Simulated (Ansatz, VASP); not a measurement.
# Co (Cobalt): VASP beside Ansatz, part 2 of 2

Aim: how closely do two programs agree when they are given the same cell, functional and k mesh? The cell is taken from a series of runs on this material, whose earlier steps may have relaxed, scaled, displaced or heated it; both programs get it as it stands.

VASP 6.6.1 and Ansatz 0.2.0.

So far: Set-up; Ansatz: relaxation of cell and atoms, LDA, pair 1; VASP: relaxation of cell and atoms, LDA, pair 1.

**4. Side by side**

Known differences besides the potentials themselves: VASP starts from the moments at which Ansatz ended; the two LDA forms differ slightly; the data sets hold 34 valence electrons in Ansatz (on its PAW soft_1 files) and 18 in VASP; the cutoff is 420 eV in Ansatz and 600 eV in VASP; VASP's log shows a relativistic correction to its local exchange, Ansatz's none; Ansatz adds a Pulay correction to the stress that steers its cell, VASP none; site moments are counted in spheres of each program's own size. Total energies have different zeros and are not compared.

Compared:

| quantity | Ansatz | VASP | difference |
| --- | --- | --- | --- |
| volume (Å³) | 20.01 | 19.93 | +0.38 % |
| edge a after relaxation, in the typed setting (Å) | 2.429 | 2.426 | +0.09 % |
| edge c after relaxation, in the typed setting (Å) | 3.917 | 3.910 | +0.20 % |
| total moment (μB) | 3.02 | 2.98 | +0.05 |
| moment on Co1 (μB) | 1.56 | 1.48 | +0.07 |
| moment on Co2 (μB) | 1.56 | 1.48 | +0.07 |

**5. Ansatz: relaxation of cell and atoms, LDA, pair 2**

The relaxed volume is the usual yardstick between codes: in a stiff, nearly cubic crystal its relative difference is about their pressure difference at one cell divided by the bulk modulus.

The cell is taken from a series of runs on this material, whose earlier steps may have relaxed, scaled, displaced or heated it; both programs get it as it stands.

The input, input.yaml:

```yaml
crystal:
  lattice:
    - [2.4285097212, 0.0, 0.0]
    - [-1.2142548606, 2.1031511119, 0.0]
    - [0.0, 0.0, 3.9173837582]
  atoms:
    - { symbol: Co, position: [0.3333333333, 0.6666666667, 0.25], spin: 1.71 }
    - { symbol: Co, position: [0.6666666667, 0.3333333333, 0.75], spin: 1.71 }
kpoints:
  mp_grid: { grid: [24, 24, 16] }
hamiltonian:
  xc: lda
  pseudopotentials: { kind: paw, azcp: { folder: soft_1 }, xc_functional: pbe }
scf:
  occupations: { method: gaussian, width: 0.15 }
output:
  forces: true
  stress: true
  eigenvalues: true
  populations: true
magnetization:
  spin_polarized: true
relax:
  adjacent_minimum: "off"
  f_tol: 0.001
  max_steps: 60
  cell: { stress_tol: 0.01 }
```

Command:

```console
> ansatz run input.yaml --threads 4 --pin off --max-ram 15360MiB --backend cpu --events-out ev --progress --plain --runs-dir out
```

Numbers of over 12 decimals in the logs are rounded to 6 here.

Output:

```text
[...]
Crystal: 2 atoms, lattice volume = 20.008 Å³
Basis set: ecut = 420 eV, 391 PW (Γ)
Bands: 23, of which v1, the nominal top of the filled ones, is band 17 counted from 1 (16 counted from 0)
Symmetry: 24 space group operations
[...]
k-points: 549 of 9216
[...]
Starting moments: Σ|m| = 3.42 μB on 2 of 2 sites
[...]
cell:  # Å, volume = 20.0132 Å³
    - [2.428532, 0.0, 0.0]
    - [-1.214266, 2.103170, 0.0]
    - [0.0, 0.0, 3.918306]
  atoms:
    - { symbol: Co, position: [0.333333, 0.666667, 0.250000] }
    - { symbol: Co, position: [0.666667, 0.333333, 0.750000] }
--- Löwdin populations: 2 sites ---
  site symbol       q [e]    m [muB]
     0     Co     16.7896     1.5559
     1     Co     16.7896     1.5559
  spilling = 0.012375 (of n_electrons = 34.000000)
[key lines of the parts left out:]
SCF converged after 6 iterations
Magnetization: 3.0214 μB (18.5107 up, 15.4893 down)
Free energy (F): -10125.556186 eV
Fermi energy:    20.098655 eV
P = ⅓ Tr σ = -0.0007 GPa (-0.007 kbar)
```

**6. VASP: relaxation of cell and atoms, LDA, pair 2**

The same cell, functional (in two slightly different forms), mesh and smearing now go to VASP, with its own data sets.

The input, INCAR:

```
SYSTEM = Co
PREC = Accurate
ENCUT = 600
EDIFF = 1E-07
NELM = 200
ISMEAR = 0
SIGMA = 0.15
LREAL = .FALSE.
ALGO = Normal
GGA = CA
NBANDS = 18
ISPIN = 2
MAGMOM = 1.56 1.56
LASPH = .TRUE.
LMAXMIX = 4
LORBIT = 11
LWAVE = .FALSE.
LCHARG = .FALSE.
ISIF = 3
IBRION = 2
NSW = 80
EDIFFG = -0.005
GGA_COMPAT = .FALSE.
NELMIN = 4
KPAR = 2
```

The input, POSCAR:

```
Co
1.0
    2.4285100000      0.0000000000      0.0000000000
   -1.2142550000      2.1031510000      0.0000000000
    0.0000000000      0.0000000000      3.9173840000
Co
2
Direct
    0.3333334126      0.6666668252      0.2500000000
    0.6666665874      0.3333331748      0.7500000000
```

The input, KPOINTS:

```
Automatic mesh
0
Gamma
24 24 16
0 0 0
```

The projector-augmented-wave data sets are Co (LDA family, release 64).

Command:

```console
> mpirun -np 2 vasp_std
```

Output:

```text
[... set-up lines as in an earlier step ...]
 entering main loop
       N       E                     dE             d eps       ncg     rms          rms(c)
DAV:   1     0.863091167154E+02    0.86309E+02   -0.88873E+03 41312   0.152E+03
DAV:   2    -0.146967446870E+02   -0.10101E+03   -0.91678E+02 39608   0.244E+02
DAV:   3    -0.186155922673E+02   -0.39188E+01   -0.37699E+01 43572   0.614E+01
DAV:   4    -0.186751806632E+02   -0.59588E-01   -0.59543E-01 49748   0.643E+00
[...]
DAV:  13    -0.162607677828E+02   -0.27796E-06   -0.10378E-06 51502   0.115E-02    0.121E-02
DAV:  14    -0.162607680898E+02   -0.30706E-06   -0.14515E-07 31012   0.611E-03    0.546E-03
DAV:  15    -0.162607681109E+02   -0.21065E-07   -0.54817E-08 21036   0.417E-03
   1 F= -.16260768E+02 E0= -.16250785E+02  d E =-.162608E+02  mag=     2.9687
[...]
N       E                     dE             d eps       ncg     rms          rms(c)
DAV:   1    -0.162811056244E+02   -0.20338E-01   -0.18466E-01 41710   0.796E+00    0.119E+00
[...]
DAV:   7    -0.162604919157E+02   -0.23631E-06   -0.34115E-07 45362   0.627E-03    0.217E-03
DAV:   8    -0.162604919065E+02    0.92311E-08   -0.16159E-08 20826   0.159E-03
   2 F= -.16260492E+02 E0= -.16250202E+02  d E =0.276204E-03  mag=     2.9474
 trial-energy change:    0.000276  1 .order    0.000276   -0.001350    0.001902
 step:   0.4151(harm=  0.4151)  dis= 0.00000  next Energy=   -16.261048 (dE=-0.280E-03)
[...]
N       E                     dE             d eps       ncg     rms          rms(c)
DAV:   1    -0.162681256544E+02   -0.76337E-02   -0.63641E-02 41662   0.470E+00    0.692E-01
DAV:   2    -0.162624610089E+02    0.56646E-02   -0.20986E-02 42442   0.316E+00    0.424E-01
DAV:   3    -0.162612591619E+02    0.12018E-02   -0.23786E-03 42304   0.103E+00    0.189E-01
DAV:   4    -0.162611475266E+02    0.11164E-03   -0.45151E-05 47156   0.752E-02    0.684E-02
DAV:   5    -0.162610485727E+02    0.98954E-04   -0.18554E-05 60856   0.556E-02    0.918E-03
DAV:   6    -0.162610492027E+02   -0.62997E-06   -0.15468E-06 42370   0.121E-02    0.333E-03
DAV:   7    -0.162610493002E+02   -0.97517E-07   -0.12327E-07 30792   0.408E-03
   3 F= -.16261049E+02 E0= -.16250954E+02  d E =-.281189E-03  mag=     2.9602
[...]
reached required accuracy - stopping structural energy minimisation
```

Parts of OUTCAR (step 6):

```text
  Total        0.0074794      0.0074794     -0.0097399      0.0000000     -0.0000000      0.0000000
  in kB        0.6013721      0.6013719     -0.7831252      0.0000000     -0.0000000      0.0000000
  external PRESSURE =       0.1398729 kB  Pullay stress =       0.0000000 kB

 POSITION                                       TOTAL-FORCE (eV/Angst)
 -----------------------------------------------------------------------------------
      0.00000      1.40032      0.97783         0.000000     -0.000000      0.000000
      1.21272      0.70016      2.93349        -0.000000      0.000000      0.000000
 -----------------------------------------------------------------------------------
    total drift:                               -0.000000      0.000005     -0.000001

  FREE ENERGIE OF THE ION-ELECTRON SYSTEM (eV)
  ---------------------------------------------------
  free  energy   TOTEN  =       -16.2610493002 eV

  energy  without entropy=      -16.2408595265  energy(sigma->0) =      -16.25095441

 magnetization (x)
# of ion       s       p       d       tot
------------------------------------------
    1       -0.013  -0.039   1.525   1.473
    2       -0.013  -0.039   1.525   1.473
--------------------------------------------------
tot         -0.027  -0.078   3.050   2.945

[... 1 part as in an earlier step ...]

[... 3 further parts left out ...]
[key lines of the parts left out:]
E-fermi :  11.1510
```

**7. Differences**

What differs besides the data sets and the points named for the pairs above, as far as they apply: the data sets hold 34 valence electrons in Ansatz (on its PAW soft_1 files) and 18 in VASP. Total energies have different zeros and are not compared.

Compared:

| quantity | Ansatz | VASP | difference |
| --- | --- | --- | --- |
| volume (Å³) | 20.01 | 19.93 | +0.43 % |
| edge a after relaxation, in the typed setting (Å) | 2.429 | 2.425 | +0.13 % |
| edge c after relaxation, in the typed setting (Å) | 3.918 | 3.911 | +0.18 % |
| total moment (μB) | 3.02 | 2.96 | +0.06 |
| moment on Co1 (μB) | 1.55 | 1.47 | +0.08 |
| moment on Co2 (μB) | 1.55 | 1.47 | +0.08 |

**8. Summary of results**

| Property | Result |
| --- | --- |
| difference in volume (relaxation of cell and atoms, LDA, pair 1) | 0.38 % |
| difference in volume (relaxation of cell and atoms, LDA, pair 2) | 0.43 % |

**Reading.** The difference in volume is 0.43 % (relaxation of cell and atoms, LDA, pair 2), within the 1.2 % picked in this series as the mark of a large difference, as far as the stopping tolerances let one tell. The data sets hold unlike numbers of valence electrons (34 in Ansatz and 18 in VASP), so part of the differences comes from the potentials. 1 further run of this series is not shown here. How closely two codes agree says nothing of how well the functional describes the real material.

[Lines on the potential files, build, host, timing and source positions are cut from VASP's logs without a mark.]

[Logs are printed without paths, hosts, clocks, repeated set-up lines and the standing remarks that a program may print on its own settings, such as how far it seeks lower states.]

[Hosts, paths, dates, database ids (printed as entryN), source tags and the programs' standing remarks are cut or masked in the printed files.]
